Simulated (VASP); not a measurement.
Level of theory: PBEsol GGA, VASP's PBE PAW potentials (set 64) (plane waves; VASP). Each cell was relaxed at this level.

Q: Which of these has an unstable (imaginary) mode at Γ?
(A) InAs, F-43m (216)
(B) WO3, Pm-3m (221)
(C) HfZr, P-6m2 (187)
(D) Ca3Tl, Fm-3m (225)

A: B, WO3, Pm-3m (221). Its optical Γ-point modes are 250i (×3), 230 (×3), 583 (×3) cm⁻¹.
